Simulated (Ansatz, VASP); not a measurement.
# Cross-check of LiZnI3 between VASP and Ansatz

One calculation is typed for both programs; each brings its own data sets. How far apart do they land? The cell is generated by rule, not measured, and may not be a known phase. The cell is taken from a series of runs on this material, whose earlier steps may have relaxed, scaled, displaced or heated it; both programs get it as it stands.

Calculated with Ansatz 0.2.0; plane waves, with VASP 6.6.1 beside it; relaxation of cell and atoms at PBEsol.

## Step 1: The structure

Symmetry: I4/mmm, No. 139, tetragonal system. The conventional cell has a = 7.987 Å, b = 7.987 Å, c = 11.210 Å, α = 90.00°, β = 90.00°, γ = 90.00°. Nearest to Li lie 1 Li at 2.79 Å and 4 I at 2.98 Å. Nearest to Zn lie 6 I at 2.80 to 2.83 Å. I has 2 Zn at 2.83 Å and 2 Li at 2.98 Å nearest. Nearest to I lie 2 Zn at 2.80 Å. Farther neighbours and most contacts between anions are not listed.

## Step 2: Ansatz: relaxation of cell and atoms, PBEsol, pair 1

Ansatz runs on its PAW soft_1 files.

The relaxed volume is the usual yardstick between codes: in a stiff, nearly cubic crystal its relative difference is about their pressure difference at one cell divided by the bulk modulus.

input.yaml reads:

```yaml
crystal:
  lattice:
    - [-3.9936039427, 3.9936039427, 5.6052276012]
    - [3.9936039427, -3.9936039427, 5.6052276012]
    - [3.9936039427, 3.9936039427, -5.6052276012]
  atoms:
    - { symbol: Li, position: [0.1243258799, 0.1243258799, 0.0] }
    - { symbol: Li, position: [0.8756741201, 0.8756741201, 0.0] }
    - { symbol: Zn, position: [0.5, 0.0, 0.5] }
    - { symbol: Zn, position: [0.0, 0.5, 0.5] }
    - { symbol: I, position: [0.2333271315, 0.7666728685, 0.0] }
    - { symbol: I, position: [0.7666728685, 0.2333271315, 0.0] }
    - { symbol: I, position: [0.25, 0.75, 0.5] }
    - { symbol: I, position: [0.75, 0.25, 0.5] }
    - { symbol: I, position: [0.2333271315, 0.2333271315, 0.466654263] }
    - { symbol: I, position: [0.7666728685, 0.7666728685, 0.533345737] }
kpoints:
  mp_grid: { grid: [6, 6, 6] }
hamiltonian:
  xc: pbesol
  pseudopotentials: { kind: paw, azcp: { folder: soft_1 }, xc_functional: pbe }
scf:
  occupations: { method: methfessel_paxton, width: 0.2 }
output:
  forces: true
  stress: true
  eigenvalues: true
relax:
  adjacent_minimum: "off"
  f_tol: 0.001
  max_steps: 60
  cell: { stress_tol: 0.01 }
```

Run with:

```console
$ ansatz run input.yaml --threads 4 --pin off --max-ram 16384MiB --backend cpu --events-out ev --progress --plain --runs-dir out
```

Numbers of over 12 decimals in the logs are rounded to 6 here.

The log of the run:

```text
Engine: ansatz 0.2.0, aarch64-unknown-linux-gnu
Pseudopotentials: kind: paw
Pseudopotential: Li, paw, valence charge 3, recommended cutoff 420 eV (normal), soft_1/Li.paw.azcp
Pseudopotential: Zn, paw, valence charge 12, recommended cutoff 420 eV (normal), soft_1/Zn.paw.azcp
Pseudopotential: I, paw, valence charge 17, recommended cutoff 420 eV (normal), soft_1/I.paw.azcp
Functional definition: PBEsol
  exchange = pbesol_x
  correlation = pbesol_c
Crystal: 10 atoms, lattice volume = 357.588 Å³
Basis set: ecut = 420 eV, 6967 PW (Γ), exchange–correlation on 108×108×108 points (8 copies of the dense FFT grid, shifted against one another)
Bands: 80, of which v1, the nominal top of the filled ones, is band 66 counted from 1 (65 counted from 0)
Symmetry: 16 space group operations
Space group: I4/mmm (ITA 139), of the structure as read, at distance tolerance 7.1e-5 Å
k-points: 30 of 216
Non-local potential: Li, projectors of the file, l = 0: 3, l = 1: 2, l = 2: 1
Non-local potential: Zn, projectors of the file, l = 0: 2, l = 1: 2, l = 2: 3, l = 3: 1
Non-local potential: I, projectors of the file, l = 0: 2, l = 1: 2, l = 2: 2, l = 3: 1
PAW form: soft (Blöchl's): semilocal exchange-correlation on the pseudo side does not see the compensation charge
PAW frozen core: Zn, regenerated for the run's functional, and the local potential with it (the file was generated under x = pbe(κ = 0.804, μ = 0.219515), c = pbe(β = 0.066725))
PAW frozen core: I, regenerated for the run's functional, and the local potential with it (the file was generated under x = pbe(κ = 0.804, μ = 0.219515), c = pbe(β = 0.066725))
PAW one-centre angular grid: Li, 110 points (default); XC on 64 Gauss nodes
PAW one-centre angular grid: Zn, 590 points (default); XC on 64 Gauss nodes
PAW one-centre angular grid: I, 590 points (default); XC on 64 Gauss nodes
Initial density: superposition of atomic densities (chi_scale 0.1, normalization cell, long waves kept (reshape's long-wave potential 0.04 eV rms))
Initial wavefunctions: pseudopotential atomic-orbital guess
Functional: x = pbesol(κ = 0.804, μ = 0.123457), c = pbesol(β = 0.046)
SCF iter   1: F=—  HF=-51570.035402 eV  |F-HF|=—  |Δ(HF+E_count)|=         —  Δρ=5.36e-2  dr2=7.92e0  ethr=3.10e-3  ⟨swp⟩=9.9  Hψ=11709  notcnv=0
preconditioner: auto → LDOS  [metal: Δε(μ)=0.045 eV  Ē_g=10.949 eV  σ=0.200 eV  W_gap=0.19  n_scr=64 (ndim 8)  ℏωp=16.2 eV  f_vac=0.187  D(μ)=3.16/eV (n_scr^D=14)  β→1.0]
SCF iter   2: F=—  HF=-51574.377556 eV  |F-HF|=—  |Δ(HF+E_count)|=    4.34e0  S|Δr|=    0.00e0  Δρ=1.02e-1  dr2=2.36e1  ethr=3.10e-3  ⟨swp⟩=4.3  Hψ=5996  notcnv=0  defer=232  recentre
preconditioner: auto → none  [metal: Δε(μ)=0.105 eV  Ē_g=9.040 eV  σ=0.200 eV  W_gap=0.41  n_scr=64 (ndim 8)  ℏωp=16.2 eV  f_vac=0.223  D(μ)=1.52/eV (n_scr^D=0)  β→0.5]
SCF iter   3: F=—  HF=-51567.627829 eV  |F-HF|=—  |Δ(HF+E_count)|=    6.75e0  S|Δr|=    0.00e0  Δρ=1.58e-2  dr2=5.16e-1  ethr=3.10e-3  ⟨swp⟩=4.0  Hψ=4923  notcnv=0  defer=239
SCF iter   4: F=—  HF=-51567.523587 eV  |F-HF|=—  |Δ(HF+E_count)|=   1.04e-1  S|Δr|=    0.00e0  Δρ=2.51e-3  dr2=2.31e-2  ethr=3.91e-4  ⟨swp⟩=2.1  Hψ=3783  notcnv=0  defer=235
SCF iter   5: F=—  HF=-51567.539374 eV  |F-HF|=—  |Δ(HF+E_count)|=   1.58e-2  S|Δr|=    0.00e0  Δρ=1.67e-3  dr2=6.15e-3  ethr=1.75e-5  ⟨swp⟩=2.1  Hψ=3653  notcnv=0  defer=230
SCF iter   6: F=—  HF=-51567.543926 eV  |F-HF|=—  |Δ(HF+E_count)|=   4.55e-3  S|Δr|=    0.00e0  Δρ=9.09e-4  dr2=1.81e-3  ethr=4.66e-6  ⟨swp⟩=2.0  Hψ=2895  notcnv=0  defer=230
SCF iter   7: F=—  HF=-51567.544466 eV  |F-HF|=—  |Δ(HF+E_count)|=   5.41e-4  S|Δr|=    0.00e0  Δρ=7.38e-5  dr2=5.24e-5  ethr=1.37e-6  ⟨swp⟩=2.0  Hψ=2975  notcnv=0  defer=230
SCF iter   8: F=—  HF=-51567.544401 eV  |F-HF|=—  |Δ(HF+E_count)|=   6.57e-5  S|Δr|=    0.00e0  Δρ=2.59e-5  dr2=5.52e-6  ethr=3.97e-8  ⟨swp⟩=2.1  Hψ=3707  notcnv=0  defer=230
SCF iter   9: F=—  HF=-51567.544399 eV  |F-HF|=—  |Δ(HF+E_count)|=   1.60e-6  S|Δr|=    0.00e0  Δρ=1.25e-5  dr2=3.10e-7  ethr=4.18e-9  ⟨swp⟩=2.1  Hψ=3177  notcnv=0  defer=230
SCF iter  10: F=-51567.544399 eV  HF=-51567.544399 eV  |F-HF|=3.34e-9  |Δ(HF+E_count)|=   7.33e-8  S|Δr|=    0.00e0  Δρ=2.05e-6  dr2=8.35e-9  ethr=7.58e-11  ⟨swp⟩=16.3  Hψ=13417  notcnv=0
SCF 1 converged in 10 iterations: F = -51567.544399 eV  dr2 = 8.35e-9
  greatest PAW one-centre occupation: 0.999 electrons in one spin orbital (limit 2), on the Li atom at site 1 (counted from 0), in its partial waves of l = 0
relax step   1: F+E_penalty+E_count = -51567.54439923 eV  Δ(F+E_penalty+E_count) = +0.000e0 eV  max|allowed force component| = 2.463e-4 eV/Å  Δτ_max = 0.0000 Å  P = -0.002 GPa  Ω = 357.588 Å³  (10 SCF iters, dr2 threshold 1.00e-7 eV, accepted)
Initial density: handed on by an earlier stage of this run
Initial wavefunctions: pseudopotential atomic-orbital guess (no wavefunctions were taken with the density)
iter 1 solved again at ethr=3.97e-7 eV; its pass at ethr=3.10e-3 eV (dr2=5.24e-4 eV) is discarded
SCF iter   1: F=—  HF=-51567.544451 eV  |F-HF|=—  |Δ(HF+E_count)|=         —  Δρ=3.22e-6  dr2=2.03e-8  ethr=3.97e-7  ⟨swp⟩=3.2  Hψ=17266  notcnv=0
eigensolver tolerance schedule: the retry pair's looser diagonalisation over-reported the residual by 25848.78 of it (diagonalisation noise at an unbounded share of the residual, at the tolerance the schedule requests for it); recorded, not acted on — ethr = c·dr2/N_el stays at c = 1.0e-1
preconditioner: auto → LDOS  [metal: Δε(μ)=0.082 eV  Ē_g=10.139 eV  σ=0.200 eV  W_gap=0.32  n_scr=64 (ndim 8)  ℏωp=16.2 eV  f_vac=0.225  D(μ)=2.11/eV (n_scr^D=8)  β→1.0]
SCF iter   2: F=—  HF=-51567.544399 eV  |F-HF|=—  |Δ(HF+E_count)|=   5.16e-5  S|Δr|=    0.00e0  Δρ=6.45e-6  dr2=8.17e-8  ethr=1.54e-11  ⟨swp⟩=3.4  Hψ=6317  notcnv=0
SCF iter   3: F=—  HF=-51567.544399 eV  |F-HF|=—  |Δ(HF+E_count)|=   3.44e-8  S|Δr|=    0.00e0  Δρ=5.90e-7  dr2=1.02e-9  ethr=1.54e-11  ⟨swp⟩=2.0  Hψ=3282  notcnv=0
SCF iter   4: F=—  HF=-51567.544399 eV  |F-HF|=—  |Δ(HF+E_count)|=  4.66e-10  S|Δr|=    0.00e0  Δρ=4.61e-7  dr2=4.52e-10  ethr=1.00e-12  ⟨swp⟩=2.1  Hψ=3470  notcnv=0
SCF iter   5: F=—  HF=-51567.544399 eV  |F-HF|=—  |Δ(HF+E_count)|=  5.82e-11  S|Δr|=    0.00e0  Δρ=9.21e-8  dr2=6.46e-11  ethr=1.00e-12  ⟨swp⟩=2.0  Hψ=3043  notcnv=0
SCF iter   6: F=—  HF=-51567.544399 eV  |F-HF|=—  |Δ(HF+E_count)|=  2.91e-11  S|Δr|=    0.00e0  Δρ=5.93e-8  dr2=1.16e-11  ethr=1.00e-12  ⟨swp⟩=1.3  Hψ=2410  notcnv=0
SCF iter   7: F=-51567.544399 eV  HF=-51567.544399 eV  |F-HF|=0.00e0  |Δ(HF+E_count)|=  1.46e-11  S|Δr|=    0.00e0  Δρ=1.44e-8  dr2=6.54e-13  ethr=1.00e-12  ⟨swp⟩=10.1  Hψ=12138  notcnv=0
SCF 2 converged in 7 iterations: F = -51567.544399 eV  dr2 = 6.54e-13
relax step   2: F+E_penalty+E_count = -51567.54439924 eV  Δ(F+E_penalty+E_count) = -6.643e-9 eV  max|allowed force component| = 2.454e-4 eV/Å  Δτ_max = 0.0000 Å  P = -0.002 GPa  Ω = 357.588 Å³  stress off target by 8.25e-3 GPa  SCF on the basis re-selected at this cell (its energy is not comparable with the rows above)  (7 SCF iters)
basis re-selected at this cell: Δ(F+E_penalty+E_count) = -6.643e-9 eV, ΔP = -0.000 GPa vs the last step (what re-selecting the basis moved, of the pressure what is left beyond the Pulay correction that the steps carried, after the strain that the cell walked since its last selection, with what the two solves' SCF thresholds leave and, on support functions, any second-order correction that the steps lacked; it is no m [...]
SCF converged after 7 iterations
Stability not checked: this state was not tested for a lower state beside it, because cold or Methfessel-Paxton smearing, or corrected tetrahedra, fill the levels in a way that the test cannot read (fill_not_monotonic; see scf.lower_state_search)
Free energy (F): -51567.544399 eV
Harris-Foulkes:  -51567.544399 eV  (|F-HF|=0.00e0)
Internal energy: -51567.550362 eV  (E = F + TS)
E sigma→0 (E₀):  -51567.545890 eV
Entropy (-TS):   0.005962 eV (0.596 meV/atom)
Fermi energy:    3.995060 eV
--- Per-component energies (eV) ---
  E_band       = -2651.258278
  E_kinetic    = 1281.149344
  E_local      = -20783.901395  (includes V_loc(G=0)·N_el)
  E_nonlocal   = 2313.569000
  E_hartree    = 9087.661529
  E_xc         = -814.052497
  E_vxc        = -788.025395  (∫ρ·V_xc dr)
  E_paw        = -31990.327069  (= ΣΔE_a)
  E_vpaw       = -2849.358079  (= ΣTr[D̂ρ^β])
  E_aug_tail   = -0.014777  (compensation charges beyond the density's cutoff)
  E_ewald      = -10665.702024
  E_core_change = 4.067527  (= ΣΔE_core)
  E_smearing   = 0.005962  (= −TS)
  E_closure    = -0.000000  (closes the sum)
  Σ components = -51567.544399   (vs F -51567.544399, Δ=0.00e0)
--- Forces (eV/Å), atoms counted from 1 ---
  atom   1  Li    -0.00000000     0.00000000     0.00009306
  atom   2  Li     0.00000000     0.00000000    -0.00009306
  atom   3  Zn     0.00000000     0.00000000     0.00000000
  atom   4  Zn     0.00000000     0.00000000     0.00000000
  atom   5  I     -0.00024541     0.00024541    -0.00000000
  atom   6  I      0.00024541    -0.00024541    -0.00000000
  atom   7  I      0.00000000    -0.00000000     0.00000000
  atom   8  I     -0.00000000    -0.00000000     0.00000000
  atom   9  I      0.00024541     0.00024541     0.00000000
  atom  10  I     -0.00024541    -0.00024541     0.00000000
  max |Σ_I F_I| component: 7.59e-18 eV/Å
--- Stress (GPa, compression-positive) ---
        0.001052       0.000000       0.000000
        0.000000       0.001052       0.000000
       -0.000000       0.000000      -0.008248
  P = ⅓ Tr σ = -0.0020 GPa (-0.020 kbar)
--- Band table (eV; the first three rows and the last of 30) ---
  k-point 0: bands = [... 62 lower, 3.4844, 3.5461, 3.6428, 4.0006, 4.0006, 7.2067, 7.3939, 7.8366, ... 10 higher]
  k-point 1: bands = [... 62 lower, 3.4509, 3.5810, 3.7659, 4.0025, 4.0397, 7.5090, 7.5743, 7.8427, ... 10 higher]
  k-point 2: bands = [... 62 lower, 3.2345, 3.4523, 3.6155, 4.0052, 5.2196, 7.7987, 8.1018, 8.1073, ... 10 higher]
  k-point 29: bands = [... 62 lower, 2.8474, 2.8474, 3.4647, 3.6308, 6.3751, 7.2073, 7.7703, 8.2590, ... 10 higher]
--- Relaxed structure (1 steps of the walk, 1 accepted, 1 SCFs on fresh bases) ---
  F+E_penalty+E_count = -51567.54439924 eV   max|allowed force component| = 2.454e-4 eV/Å   (the final SCF, on the basis selected at the relaxed cell)
  cell:  # Å, volume = 357.5882 Å³
    - [-3.9936039427, 3.9936039427, 5.6052276012]
    - [3.9936039427, -3.9936039427, 5.6052276012]
    - [3.9936039427, 3.9936039427, -5.6052276012]
  atoms:
    - { symbol: Li, position: [0.124326, 0.124326, 0.0] }
    - { symbol: Li, position: [0.875674, 0.875674, 0.0] }
    - { symbol: Zn, position: [0.5, 0.0, 0.5] }
    - { symbol: Zn, position: [0.0, 0.5, 0.5] }
    - { symbol: I, position: [0.233327, 0.766673, 0.0] }
    - { symbol: I, position: [0.766673, 0.233327, 0.0] }
    - { symbol: I, position: [0.25, 0.75, 0.5] }
    - { symbol: I, position: [0.75, 0.25, 0.5] }
    - { symbol: I, position: [0.2333271315, 0.2333271315, 0.466654263] }
    - { symbol: I, position: [0.766673, 0.766673, 0.533345737] }
```

(Continued in part 2 of 3.)

[Lines on the potential files, build, host, timing and source positions are cut from VASP's logs without a mark.]

[Logs are printed without paths, hosts, clocks, repeated set-up lines and the standing remarks that a program may print on its own settings, such as how far it seeks lower states.]

[Hosts, paths, dates, database ids (printed as entryN), source tags and the programs' standing remarks are cut or masked in the printed files.]
